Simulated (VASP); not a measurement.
Elastic constants (GPa) of a crystal from PBEsol GGA, VASP's PBE PAW potentials (set 64) in VASP:

```tsv
	xx	yy	zz	yz	xz	xy
xx	272.9	166.0	112.0	0.0	0.0	0.0
yy	166.0	272.9	112.0	0.0	0.0	0.0
zz	112.0	112.0	429.1	0.0	0.0	0.0
yz	0.0	0.0	0.0	186.5	0.0	0.0
xz	0.0	0.0	0.0	0.0	186.5	0.0
xy	0.0	0.0	0.0	0.0	0.0	201.4
```

Finite-difference elastic constants of metals are sensitive to mesh and smearing; shear constants can be off by tens of GPa.

Question: Work out the Voigt, Reuss and Hill moduli, Young's modulus and Poisson's ratio.

Answer: All eigenvalues are positive (smallest 106.9 GPa), so the crystal is stable. K_V = (C11+C22+C33+2(C12+C13+C23))/9 = (974.9 + 2×390.0)/9 = 195.0 GPa; G_V = (974.9 − 390.0 + 3×574.4)/15 = 153.9 GPa. From the compliances, K_R = 192.3 GPa and G_R = 120.3 GPa. Hill: K = 193.6 GPa, G = 137.1 GPa, E = 9KG/(3K+G) = 332.7 GPa, ν = (3K−2G)/(2(3K+G)) = 0.214. K/G = 1.41, below Pugh's 1.75; universal anisotropy A^U = 1.41.

Question: With a density of 9.11 g/cm³, what are the mean sound speeds?

Answer: v_l = √((K+4G/3)/ρ) = 6.43 km/s and v_t = √(G/ρ) = 3.88 km/s. The crystal is TaSi₂ (relaxed from the MoSi2 structure, space group I4/mmm), tetragonal.

The structure was generated: TaSi2 was put into the MoSi2 type (I4/mmm), which need not be its known phase. It was relaxed first. The electron count is odd and the run is not spin-polarised, which forces a metal.
